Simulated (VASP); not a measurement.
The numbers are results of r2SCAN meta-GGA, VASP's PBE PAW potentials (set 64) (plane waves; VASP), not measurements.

A VASP calculation is set up with these files.

**POSCAR**
```
TiO2
1
    4.5942928156     0.0000000000     0.0000000000
   -0.0000000000     4.5942928156     0.0000000000
    0.0000000000     0.0000000000     2.9430524456
Ti O
2 4
Direct
  1.0000000000   0.0000000000   1.0000000000
  0.5000000000   0.5000000000   0.5000000000
  0.3042621535   0.3042621535   1.0000000000
  0.8042621535   0.1957378465   0.5000000000
  0.1957378465   0.8042621535   0.5000000000
  0.6957378465   0.6957378465   0.0000000000
```

KPOINTS:
```
Automatic mesh
0
Gamma
5 5 7
0 0 0
```

### INCAR
```
SYSTEM = TiO2
PREC = Accurate
ENCUT = 530
EDIFF = 1E-6
NELM = 100
ALGO = Normal
LREAL = .FALSE.
LASPH = .TRUE.
ISMEAR = 0
SIGMA = 0.05
METAGGA = R2SCAN
LMIXTAU = .TRUE.
LMAXMIX = 4
LWAVE = .FALSE.
LCHARG = .FALSE.
IBRION = 2
ISIF = 3
NSW = 60
EDIFFG = -0.02
```

POTCAR, in this order: Ti_sv O (PBE.64 set). Program: vasp_std.

The run wrote:

### OUTCAR
```
 ion  position               nearest neighbor table
   1  0.000  0.000  0.000-   4 1.94   5 1.94   4 1.94   5 1.94   3 1.98   6 1.98
   2  0.500  0.500  0.500-   3 1.94   6 1.94   3 1.94   6 1.94   5 1.98   4 1.98
   3  0.304  0.304  0.000-   2 1.94   2 1.94   1 1.98
   4  0.804  0.196  0.500-   1 1.94   1 1.94   2 1.98
   5  0.196  0.804  0.500-   1 1.94   1 1.94   2 1.98
   6  0.696  0.696  0.000-   2 1.94   2 1.94   1 1.98
  LATTYP: Found a simple tetragonal cell.
 ALAT       =     4.5942928156
 C/A-ratio  =     0.6405887835
 Subroutine PRICEL returns:
 Original cell was already a primitive cell.
 Subroutine GETGRP returns: Found 16 space group operations
The static configuration has the point symmetry D_2h.
 The point group associated with its full space group is D_4h.
The dynamic configuration has the point symmetry D_2h.
 Subroutine INISYM returns: Found 16 space group operations
 Subroutine IBZKPT returns following result:
 Found     24 irreducible k-points:

 Following reciprocal coordinates:
            Coordinates               Weight
  0.000000  0.000000  0.000000      1.000000
  0.200000  0.000000  0.000000      4.000000
  0.400000  0.000000  0.000000      4.000000
  0.200000  0.200000  0.000000      4.000000
  0.400000  0.200000  0.000000      8.000000
  0.400000  0.400000  0.000000      4.000000
  0.000000  0.000000  0.142857      2.000000
  0.200000  0.000000  0.142857      8.000000
  0.400000  0.000000  0.142857      8.000000
  0.200000  0.200000  0.142857      8.000000
  0.400000  0.200000  0.142857     16.000000
  0.400000  0.400000  0.142857      8.000000
  0.000000  0.000000  0.285714      2.000000
  0.200000  0.000000  0.285714      8.000000
  0.400000  0.000000  0.285714      8.000000
  0.200000  0.200000  0.285714      8.000000
  0.400000  0.200000  0.285714     16.000000
  0.400000  0.400000  0.285714      8.000000
...
```

OSZICAR:
```
       N       E                     dE             d eps       ncg     rms          rms(c)
DAV:   1     0.682452206668E+03    0.68245E+03   -0.25776E+04  1344   0.210E+03
DAV:   2     0.198038633518E+02   -0.66265E+03   -0.64076E+03  1456   0.607E+02
DAV:   3    -0.959021435310E+02   -0.11571E+03   -0.11327E+03  2096   0.224E+02
DAV:   4    -0.101651015739E+03   -0.57489E+01   -0.57424E+01  1820   0.509E+01
DAV:   5    -0.101886010543E+03   -0.23499E+00   -0.23494E+00  1884   0.895E+00    0.330E+01
DAV:   6    -0.722610630010E+02    0.29625E+02   -0.83908E+01  1648   0.110E+02    0.912E+00
DAV:   7    -0.686885417049E+02    0.35725E+01   -0.53059E+00  1792   0.168E+01    0.518E+00
DAV:   8    -0.736028538620E+02   -0.49143E+01   -0.23087E+00  1616   0.125E+01    0.263E+00
DAV:   9    -0.690246541940E+02    0.45782E+01   -0.13597E+00  1432   0.997E+00    0.931E-01
DAV:  10    -0.696338364649E+02   -0.60918E+00   -0.28836E-01  1664   0.492E+00    0.531E-01
DAV:  11    -0.696529014187E+02   -0.19065E-01   -0.91447E-03  1796   0.809E-01    0.404E-01
DAV:  12    -0.697812458808E+02   -0.12834E+00   -0.55312E-02  1460   0.249E+00    0.164E-01
DAV:  13    -0.697885258169E+02   -0.72799E-02   -0.10453E-02  1652   0.107E+00    0.404E-02
DAV:  14    -0.697899504525E+02   -0.14246E-02   -0.89260E-04  1844   0.272E-01    0.353E-02
DAV:  15    -0.697892255384E+02    0.72491E-03   -0.74129E-04  1508   0.270E-01    0.489E-02
DAV:  16    -0.697900021612E+02   -0.77662E-03   -0.77031E-04  1500   0.266E-01    0.169E-02
DAV:  17    -0.697900911833E+02   -0.89022E-04   -0.64463E-05  1516   0.940E-02    0.223E-03
DAV:  18    -0.697900932619E+02   -0.20786E-05   -0.26366E-06  1220   0.171E-02    0.392E-03
DAV:  19    -0.697900941065E+02   -0.84456E-06   -0.17819E-06   976   0.187E-02
   1 F= -.69790094E+02 E0= -.69790094E+02  d E =-.697901E+02
       N       E                     dE             d eps       ncg     rms          rms(c)
DAV:   1    -0.699505078655E+02   -0.16041E+00   -0.56899E+00  1880   0.284E+01    0.377E+00
DAV:   2    -0.698123295689E+02    0.13818E+00   -0.59771E-01  1520   0.784E+00    0.164E+00
DAV:   3    -0.697815944886E+02    0.30735E-01   -0.30182E-01  1620   0.354E+00    0.363E-01
DAV:   4    -0.697796977746E+02    0.18967E-02   -0.44741E-02  1452   0.159E+00    0.280E-01
DAV:   5    -0.697818437864E+02   -0.21460E-02   -0.19050E-03  1656   0.456E-01    0.192E-01
DAV:   6    -0.697846849799E+02   -0.28412E-02   -0.11313E-02  2068   0.684E-01    0.121E-01
DAV:   7    -0.697846560770E+02    0.28903E-04   -0.12679E-03  1920   0.355E-01    0.913E-02
DAV:   8    -0.697846554726E+02    0.60440E-06   -0.19764E-04  1724   0.148E-01    0.419E-02
DAV:   9    -0.697847035384E+02   -0.48066E-04   -0.83721E-05  1640   0.100E-01    0.217E-02
DAV:  10    -0.697846914888E+02    0.12050E-04   -0.38631E-05  1548   0.698E-02    0.728E-03
DAV:  11    -0.697846967283E+02   -0.52395E-05   -0.73155E-06  1528   0.270E-02    0.606E-03
DAV:  12    -0.697846964645E+02    0.26378E-06   -0.25941E-06  1124   0.192E-02
   2 F= -.69784696E+02 E0= -.69784696E+02  d E =0.539764E-02
       N       E                     dE             d eps       ncg     rms          rms(c)
DAV:   1    -0.698542052825E+02   -0.69509E-01   -0.19929E+00  1896   0.165E+01    0.225E+00
DAV:   2    -0.698042988007E+02    0.49906E-01   -0.19991E-01  1520   0.451E+00    0.965E-01
DAV:   3    -0.697944155437E+02    0.98833E-02   -0.10157E-01  1584   0.213E+00    0.219E-01
DAV:   4    -0.697931701744E+02    0.12454E-02   -0.14112E-02  1452   0.874E-01    0.144E-01
DAV:   5    -0.697940429667E+02   -0.87279E-03   -0.66510E-04  1796   0.255E-01    0.105E-01
DAV:   6    -0.697950647465E+02   -0.10218E-02   -0.36855E-03  2088   0.340E-01    0.780E-02
DAV:   7    -0.697951771300E+02   -0.11238E-03   -0.22124E-04  1752   0.149E-01    0.416E-02
DAV:   8    -0.697951802713E+02   -0.31413E-05   -0.78573E-05  1752   0.964E-02    0.169E-02
DAV:   9    -0.697952049387E+02   -0.24667E-04   -0.14345E-05  1804   0.392E-02    0.111E-02
DAV:  10    -0.697952034999E+02    0.14387E-05   -0.10841E-05  1524   0.357E-02    0.166E-03
DAV:  11    -0.697952078026E+02   -0.43026E-05   -0.20274E-06   872   0.171E-02    0.146E-03
DAV:  12    -0.697952074785E+02    0.32408E-06   -0.30507E-07   808   0.545E-03
   3 F= -.69795207E+02 E0= -.69795207E+02  d E =-.511337E-02
       N       E                     dE             d eps       ncg     rms          rms(c)
DAV:   1    -0.697955712754E+02   -0.36347E-03   -0.94572E-02  1344   0.273E+00    0.136E-01
DAV:   2    -0.697955946395E+02   -0.23364E-04   -0.31231E-03  1504   0.417E-01    0.801E-02
DAV:   3    -0.697955426820E+02    0.51957E-04   -0.26609E-04  1636   0.157E-01    0.275E-02
DAV:   4    -0.697955278451E+02    0.14837E-04   -0.77384E-05  1652   0.814E-02    0.787E-03
DAV:   5    -0.697955310480E+02   -0.32029E-05   -0.10247E-05  1336   0.322E-02    0.442E-03
DAV:   6    -0.697955296256E+02    0.14224E-05   -0.58649E-06  1324   0.251E-02    0.228E-03
DAV:   7    -0.697955324622E+02   -0.28365E-05   -0.25383E-06  1196   0.170E-02    0.853E-04
DAV:   8    -0.697955324665E+02   -0.43747E-08   -0.24413E-07   812   0.580E-03
   4 F= -.69795532E+02 E0= -.69795532E+02  d E =-.324988E-03
```

OUTCAR:
```
------------------------ aborting loop because EDIFF is reached ----------------------------------------
  FORCE on cell =-STRESS in cart. coord.  units (eV):
  Direction    XX          YY          ZZ          XY          YZ          ZX
  --------------------------------------------------------------------------------------
  Total       -0.0156818     -0.0156818      0.0284043      0.0000000      0.0000000      0.0000000
  in kB       -0.4006913     -0.4006913      0.7257674      0.0000000      0.0000000      0.0000000
  external PRESSURE =      -0.0252050 kB  Pullay stress =       0.0000000 kB
  volume of cell :       62.70
      direct lattice vectors                 reciprocal lattice vectors
     4.602450191 -0.000000000  0.000000000     0.217275572 -0.000000000  0.000000000
     0.000000000  4.602450191  0.000000000     0.000000000  0.217275572  0.000000000
     0.000000000  0.000000000  2.960181892     0.000000000  0.000000000  0.337817079
 POSITION                                       TOTAL-FORCE (eV/Angst)
 -----------------------------------------------------------------------------------
      4.60245      4.60245      0.00000         0.000000      0.000000      0.000000
      2.30123      2.30123      1.48009         0.000000      0.000000      0.000000
      1.40151      1.40151      2.96018         0.003663      0.003663     -0.000000
      3.70273      0.89972      1.48009         0.003663     -0.003663      0.000000
      0.89972      3.70273      1.48009        -0.003663      0.003663     -0.000000
      3.20094      3.20094      0.00000        -0.003663     -0.003663      0.000000
 -----------------------------------------------------------------------------------
    total drift:                                0.000000      0.000000      0.000000
  FREE ENERGIE OF THE ION-ELECTRON SYSTEM (eV)
  ---------------------------------------------------
  free  energy   TOTEN  =       -69.7955324665 eV

  energy  without entropy=      -69.7955324665  energy(sigma->0) =      -69.79553247

 reached required accuracy - stopping structural energy minimisation
```
(Selected blocks of OUTCAR.)

**CONTCAR**
```
TiO2
   1.00000000000000
     4.6024501909167022   -0.0000000000000000    0.0000000000000000
     0.0000000000000000    4.6024501909167022    0.0000000000000000
     0.0000000000000000    0.0000000000000000    2.9601818921482983
  Ti              O
     2     4
Direct
     1.0000000000000000    1.0000000000000000    0.0000000000000000
     0.5000000000000000    0.5000000000000000    0.5000000000000000
     0.3045132511356833    0.3045132511356833    1.0000000000000000
     0.8045132511356834    0.1954867488643166    0.5000000000000000
     0.1954867488643166    0.8045132511356834    0.5000000000000000
     0.6954867488643166    0.6954867488643166    0.0000000000000000
```

The compound is TiO2 in the rutile structure. This run relaxes it. Symmetry was kept, so distortions that lower it aren't found. The start is the result of an earlier pass.
